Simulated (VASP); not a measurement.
Data:

```xyz
2
Lattice="1.7623 -3.0524 0.0000 1.7623 3.0524 0.0000 0.0000 0.0000 5.4187" Properties=species:S:1:pos:R:3 pbc="T T T"
Er     1.7623     1.0175     1.3547
Er     1.7623    -1.0175     4.0640
```

Level of theory: PBEsol GGA, VASP's PBE PAW potentials (set 64) (plane waves; VASP). Numerical set-up: 480 eV cut-off, 12×12×6 Γ-centred mesh, first-order Methfessel-Paxton smearing of 0.10 eV, potentials Er_3.

The 4f electrons are frozen in the core of the lanthanide potential, so 4f levels, which can set the real gap, and their magnetism are missing.

### Question
The ions, cell shape and volume at an external pressure of 1.0 GPa are relaxed. Give the cell that the relaxation ends in.

### Answer

```xyz
2
Lattice="1.7506 -3.0321 0.0000 1.7506 3.0321 0.0000 0.0000 0.0000 5.3894" Properties=species:S:1:pos:R:3 pbc="T T T"
Er     1.7506     1.0107     1.3474
Er     1.7506    -1.0107     4.0421
```
Space group P6_3/mmc (194), at a tolerance of 0.03 Å.

### Question
How do energy and volume change from the first to the last step?

### Answer
The energy (σ→0) changes by +1.7 meV/atom and the volume by -1.9 %, in 4 ionic steps.

The compound is Er in the hcp structure. This run relaxes it under an external pressure of 1 GPa. Symmetry was kept, so distortions that lower it aren't found.
